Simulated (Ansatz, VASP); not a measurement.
# NaVS3: VASP beside Ansatz, part 2 of 3

Aim: how closely do two programs agree when they are given the same cell, functional and k mesh? The cell is generated by rule, not measured, and may not be a known phase. The cell is taken from a series of runs on this material, whose earlier steps may have relaxed, scaled, displaced or heated it; both programs get it as it stands.

VASP 6.6.1 and Ansatz 0.2.0.

So far: The starting structure; Ansatz: zone-centre phonons, PBEsol.

## 3. VASP: zone-centre phonons, PBEsol

Level of this step: PBEsol, no spin polarisation; plane waves and PAW (Na_pv, V_sv, S); invented cell (VASP).

The same cell, functional, mesh and smearing now go to VASP, with its own data sets.

Lines of VASP's logs that name or quote its potential files are left out, and so is its time.

The input, INCAR:

```
SYSTEM = NaVS3
PREC = Accurate
ENCUT = 500
EDIFF = 1E-08
NELM = 120
ISMEAR = 1
SIGMA = 0.2
LREAL = .FALSE.
ALGO = Normal
GGA = PS
NBANDS = 25
LASPH = .TRUE.
LORBIT = 11
LWAVE = .FALSE.
LCHARG = .FALSE.
ISIF = 2
IBRION = 8
GGA_COMPAT = .FALSE.
KPAR = 2
```

The input, POSCAR:

```
NaVS3
1.0
    4.3323060630      0.0000000000      0.0000000000
    0.0000000000      4.3323060630      0.0000000000
    0.0000000000      0.0000000000      5.6033515910
Na V S
1 1 3
Direct
    0.0000000000      0.0000000000      0.5595514499
    0.5000000000      0.5000000000      0.0738971377
    0.5000000000      0.5000000000      0.4434739098
    0.5000000000      0.0000000000      0.9458118255
    0.0000000000      0.5000000000      0.9458118255
```

The input, KPOINTS:

```
Automatic mesh
0
Gamma
8 8 6
0 0 0
```

Potentials, in the order of the species: Na_pv, V_sv and S (PBE family, release 64).

Command:

```sh
$ mpirun -np 2 vasp_std
```

Output:

```text
[banner, memory and clock lines left out]
running    2 mpi-ranks, on    1 nodes
 distrk:  each k-point on    1 cores,    2 groups
 distr:  one band on    1 cores,    1 groups

 POSCAR found type information on POSCAR NaV S
 POSCAR found :  3 types and       5 ions
|                                                                             |
|               ----> ADVICE to this user running VASP <----                  |
|                                                                             |
|     You enforced a specific xc type in the INCAR file but a different       |
|     [... a line on the potential file left out ...]
|     I HOPE YOU KNOW WHAT YOU ARE DOING!                                     |
|                                                                             |

 LDA part: xc-table for (Slater+PW92), standard interpolation
 POSCAR, INCAR and KPOINTS ok, starting setup
 FFT: planning ... GRIDC
 FFT: planning ... GRID_SOFT
 FFT: planning ... GRID
 WAVECAR not read
 entering main loop
       N       E                     dE             d eps       ncg     rms          rms(c)
DAV:   1     0.374782104592E+03    0.37478E+03   -0.19625E+04  3384   0.147E+03
DAV:   2     0.851950227856E+01   -0.36626E+03   -0.35698E+03  3124   0.405E+02
DAV:   3    -0.315722141790E+02   -0.40092E+02   -0.38412E+02  3808   0.122E+02
DAV:   4    -0.330299728534E+02   -0.14578E+01   -0.14540E+01  3374   0.243E+01
DAV:   5    -0.330649097321E+02   -0.34937E-01   -0.34910E-01  3943   0.407E+00    0.267E+01
DAV:   6    -0.419849869807E+02   -0.89201E+01   -0.17404E+02  3304   0.607E+01    0.395E+01
DAV:   7    -0.288216275997E+02    0.13163E+02   -0.67098E+01  3241   0.794E+01    0.142E+01
DAV:   8    -0.279221468544E+02    0.89948E+00   -0.68120E+00  3079   0.144E+01    0.424E+00
DAV:   9    -0.277692213558E+02    0.15293E+00   -0.66990E-01  3622   0.505E+00    0.153E+00
DAV:  10    -0.277563366725E+02    0.12885E-01   -0.74677E-02  3211   0.157E+00    0.685E-01
DAV:  11    -0.277554588358E+02    0.87784E-03   -0.12260E-02  3463   0.861E-01    0.474E-01
DAV:  12    -0.277558753235E+02   -0.41649E-03   -0.49980E-03  3295   0.481E-01    0.314E-01
DAV:  13    -0.277555745649E+02    0.30076E-03   -0.59368E-03  3218   0.520E-01    0.136E-01
DAV:  14    -0.277554409947E+02    0.13357E-03   -0.47859E-04  3137   0.169E-01    0.379E-02
DAV:  15    -0.277554325138E+02    0.84809E-05   -0.55058E-05  3549   0.441E-02    0.172E-02
DAV:  16    -0.277554344093E+02   -0.18955E-05   -0.83076E-06  3160   0.165E-02    0.654E-03
DAV:  17    -0.277554350036E+02   -0.59427E-06   -0.14631E-06  3370   0.721E-03    0.442E-03
DAV:  18    -0.277554350167E+02   -0.13119E-07   -0.18942E-07  3295   0.292E-03    0.175E-03
DAV:  19    -0.277554350301E+02   -0.13416E-07   -0.61560E-08  2947   0.127E-03    0.539E-04
DAV:  20    -0.277554350478E+02   -0.17684E-07   -0.20887E-08  1784   0.948E-04    0.397E-04
DAV:  21    -0.277554350467E+02    0.10536E-08   -0.41609E-09  1655   0.507E-04
   1 F= -.27755435E+02 E0= -.27758759E+02  d E =0.997227E-02
 Linear response reoptimize wavefunctions to high precision
DAV:   1    -0.277554350386E+02    0.81686E-08   -0.14411E-09  1639   0.245E-04
DAV:   2    -0.277554350386E+02   -0.22737E-10   -0.13002E-10  1521   0.956E-05
 Linear response DOF=           9
 Linear response progress:
  Degree of freedom:   1/  9
       N       E                     dE             d eps       ncg     rms          rms(c)
RMM:   1    -0.158943566294E+00   -0.15894E+00   -0.38456E-01  7158   0.380E+00
RMM:   2    -0.162590340253E+00   -0.36468E-02   -0.23310E-02  9838   0.597E-01    0.220E-02
RMM:   3    -0.162759201427E+00   -0.16886E-03   -0.77603E-04 10599   0.114E-01    0.112E-02
RMM:   4    -0.162830220186E+00   -0.71019E-04   -0.15308E-04 13036   0.506E-02    0.420E-03
RMM:   5    -0.162832007921E+00   -0.17877E-05   -0.15017E-06 12545   0.988E-03    0.245E-03
RMM:   6    -0.162847811467E+00   -0.15804E-04   -0.54195E-07 12766   0.502E-03    0.118E-03
RMM:   7    -0.162848325786E+00   -0.51432E-06   -0.23694E-08 12440   0.249E-03    0.463E-04
RMM:   8    -0.162848430292E+00   -0.10451E-06    0.70913E-08 13352   0.135E-03    0.338E-04
RMM:   9    -0.162848520720E+00   -0.90428E-07    0.37886E-09 12739   0.663E-04    0.130E-04
RMM:  10    -0.162849162606E+00   -0.64189E-06    0.28007E-08 13604   0.417E-04    0.445E-05
RMM:  11    -0.162849150974E+00    0.11632E-07   -0.13368E-08 12865   0.218E-04    0.890E-06
RMM:  12    -0.162849153116E+00   -0.21424E-08    0.16677E-08 13851   0.121E-04    0.374E-06
 first order change of Fermi-energy  -0.14471E-05
 force on displaced ion       1 direction 1 :  -0.620   0.000  -0.000
 Linear response progress:
  Degree of freedom:   2/  9
       N       E                     dE             d eps       ncg     rms          rms(c)
[...]
Degree of freedom:   4/  9
       N       E                     dE             d eps       ncg     rms          rms(c)
RMM:   1    -0.115349892054E+01   -0.11535E+01   -0.18685E+01  3268   0.598E+01
RMM:   2    -0.103186871142E+01    0.12163E+00   -0.28746E-01  4383   0.321E+00    0.375E-01
RMM:   3    -0.103543921528E+01   -0.35705E-02   -0.29898E-02  4890   0.922E-01    0.473E-01
RMM:   4    -0.103345703576E+01    0.19822E-02   -0.34796E-03  4667   0.420E-01    0.189E-01
[...]
RMM:  14    -0.109125357920E+00   -0.48728E-08   -0.21529E-08 11057   0.873E-06    0.517E-07
 first order change of Fermi-energy   0.81581E-04
 force on displaced ion       3 direction 1 :  -1.735   0.000  -0.000
 Linear response progress:
  Degree of freedom:   6/  9
       N       E                     dE             d eps       ncg     rms          rms(c)
RMM:   1    -0.138328377607E+00   -0.13833E+00   -0.13526E-01  6592   0.211E+00
RMM:   2    -0.121260018278E+00    0.17068E-01   -0.14343E-02  5634   0.613E-01    0.466E-01
RMM:   3    -0.126603563707E+00   -0.53435E-02   -0.12026E-02  4958   0.678E-01    0.884E-01
RMM:   4    -0.120482483606E+00    0.61211E-02   -0.51163E-03  4473   0.512E-01    0.206E-01
RMM:   5    -0.120767395180E+00   -0.28491E-03   -0.63993E-04  5377   0.128E-01    0.786E-02
RMM:   6    -0.120906566552E+00   -0.13917E-03   -0.53154E-05  5442   0.476E-02    0.188E-02
RMM:   7    -0.120889384659E+00    0.17182E-04   -0.62545E-06  5690   0.167E-02    0.524E-03
RMM:   8    -0.120887763187E+00    0.16215E-05   -0.41893E-07  5782   0.505E-03    0.255E-03
RMM:   9    -0.120891366163E+00   -0.36030E-05   -0.89521E-08  5640   0.202E-03    0.103E-03
RMM:  10    -0.120893170176E+00   -0.18040E-05   -0.35643E-08  5405   0.775E-04    0.408E-04
RMM:  11    -0.120892182763E+00    0.98741E-06    0.61460E-08  5733   0.351E-04    0.810E-05
RMM:  12    -0.120892522829E+00   -0.34007E-06   -0.20038E-07  5630   0.138E-04    0.327E-05
RMM:  13    -0.120892422363E+00    0.10047E-06    0.49704E-08  5878   0.570E-05    0.156E-05
RMM:  14    -0.120892402042E+00    0.20321E-07   -0.28782E-08  5598   0.240E-05    0.887E-06
RMM:  15    -0.120892417522E+00   -0.15480E-07   -0.18511E-08  5637   0.128E-05    0.175E-06
RMM:  16    -0.120892416207E+00    0.13151E-08    0.79401E-09  5134   0.696E-06    0.958E-07
 first order change of Fermi-energy  -0.14353E+01
 force on displaced ion       3 direction 3 :   0.000   0.000 -20.054
 Linear response progress:
  Degree of freedom:   7/  9
       N       E                     dE             d eps       ncg     rms          rms(c)
RMM:   1    -0.114207150711E+00   -0.11421E+00   -0.47146E-02 14049   0.138E+00
RMM:   2    -0.107705036079E+00    0.65021E-02   -0.14854E-02 12026   0.471E-01    0.571E-02
RMM:   3    -0.108013065132E+00   -0.30803E-03   -0.55036E-04 11750   0.841E-02    0.285E-02
RMM:   4    -0.108291911251E+00   -0.27885E-03   -0.78984E-05 11489   0.352E-02    0.110E-02
RMM:   5    -0.108319385085E+00   -0.27474E-04   -0.71904E-06 10987   0.174E-02    0.137E-02
RMM:   6    -0.108323609510E+00   -0.42244E-05   -0.23174E-06 10056   0.107E-02    0.463E-03
RMM:   7    -0.108325723429E+00   -0.21139E-05   -0.38560E-07 11913   0.374E-03    0.134E-03
RMM:   8    -0.108330371137E+00   -0.46477E-05   -0.12696E-07 12960   0.124E-03    0.758E-04
RMM:   9    -0.108331841342E+00   -0.14702E-05    0.34360E-07 11119   0.486E-04    0.684E-05
RMM:  10    -0.108331957404E+00   -0.11606E-06    0.53228E-07 13056   0.156E-04    0.282E-05
RMM:  11    -0.108331781966E+00    0.17544E-06    0.15257E-07 12758   0.608E-05    0.656E-06
RMM:  12    -0.108331825509E+00   -0.43543E-07   -0.64855E-08 12525   0.228E-05    0.599E-06
RMM:  13    -0.108331807095E+00    0.18414E-07    0.29019E-08 12610   0.101E-05    0.207E-06
RMM:  14    -0.108331801438E+00    0.56575E-08   -0.15588E-08 10491   0.471E-06    0.589E-07
 first order change of Fermi-energy  -0.69827E-03
 force on displaced ion       4 direction 1 :  -0.504   0.000   0.004
 Linear response progress:
  Degree of freedom:   8/  9
       N       E                     dE             d eps       ncg     rms          rms(c)
RMM:   1    -0.128528646493E+00   -0.12853E+00   -0.85759E-02 14061   0.197E+00
RMM:   2    -0.114094223451E+00    0.14434E-01   -0.14694E-02 11626   0.586E-01    0.238E-01
RMM:   3    -0.114567086152E+00   -0.47286E-03   -0.14099E-03 11520   0.205E-01    0.102E-01
RMM:   4    -0.115144073307E+00   -0.57699E-03   -0.37138E-04 11210   0.922E-02    0.263E-02
RMM:   5    -0.115169079682E+00   -0.25006E-04   -0.27444E-05 12363   0.371E-02    0.122E-02
RMM:   6    -0.115171859684E+00   -0.27800E-05   -0.70093E-06 10561   0.191E-02    0.127E-02
RMM:   7    -0.115172151927E+00   -0.29224E-06   -0.17782E-06 10098   0.100E-02    0.491E-03
RMM:   8    -0.115182173649E+00   -0.10022E-04   -0.56943E-07 12863   0.376E-03    0.129E-03
RMM:   9    -0.115183412508E+00   -0.12389E-05    0.28407E-07 12471   0.130E-03    0.520E-04
RMM:  10    -0.115184319372E+00   -0.90686E-06   -0.41107E-09 12462   0.485E-04    0.873E-05
RMM:  11    -0.115184259054E+00    0.60318E-07    0.27620E-07 12603   0.173E-04    0.303E-05
RMM:  12    -0.115184164209E+00    0.94846E-07    0.30526E-08 12812   0.599E-05    0.157E-05
RMM:  13    -0.115184159110E+00    0.50988E-08   -0.18316E-08 12717   0.214E-05    0.241E-06
 first order change of Fermi-energy   0.36897E-03
 force on displaced ion       4 direction 2 :   0.000 -11.931  -0.020
 Linear response progress:
  Degree of freedom:   9/  9
       N       E                     dE             d eps       ncg     rms          rms(c)
RMM:   1    -0.123060492129E+00   -0.12306E+00   -0.53664E-02 10848   0.146E+00
RMM:   2    -0.115719615118E+00    0.73409E-02   -0.13360E-02  9561   0.477E-01    0.140E-01
RMM:   3    -0.116135167139E+00   -0.41555E-03   -0.68158E-04  8121   0.141E-01    0.162E-01
RMM:   4    -0.116051798189E+00    0.83369E-04   -0.19520E-04  7455   0.105E-01    0.627E-02
RMM:   5    -0.116273571860E+00   -0.22177E-03   -0.74712E-05  8765   0.402E-02    0.193E-02
RMM:   6    -0.116287986324E+00   -0.14414E-04   -0.41241E-06 10026   0.127E-02    0.813E-03
RMM:   7    -0.116278252118E+00    0.97342E-05   -0.35707E-07  9134   0.465E-03    0.234E-03
RMM:   8    -0.116281510306E+00   -0.32582E-05    0.13996E-07  8846   0.155E-03    0.119E-03
RMM:   9    -0.116283723547E+00   -0.22132E-05    0.39371E-09  9524   0.776E-04    0.170E-04
RMM:  10    -0.116283473061E+00    0.25049E-06    0.42366E-07  9163   0.245E-04    0.879E-05
RMM:  11    -0.116283528751E+00   -0.55689E-07   -0.17158E-08  9809   0.110E-04    0.276E-05
RMM:  12    -0.116283561529E+00   -0.32778E-07   -0.19748E-08  8973   0.467E-05    0.113E-05
RMM:  13    -0.116283525529E+00    0.35999E-07    0.80748E-09  9763   0.241E-05    0.280E-06
RMM:  14    -0.116283530970E+00   -0.54402E-08   -0.33709E-09  9357   0.111E-05    0.114E-06
 first order change of Fermi-energy  -0.69926E-01
 force on displaced ion       4 direction 3 :   0.000   0.000  -2.502
 Linear response finished
```

[end of part 2 of 3]

[Lines on the potential files, build, host, timing and source positions are cut from VASP's logs without a mark.]

[Logs are printed without paths, hosts, clocks, repeated set-up lines and the standing remarks that a program may print on its own settings, such as how far it seeks lower states.]

[Hosts, paths, dates, database ids (printed as entryN), source tags and the programs' standing remarks are cut or masked in the printed files.]
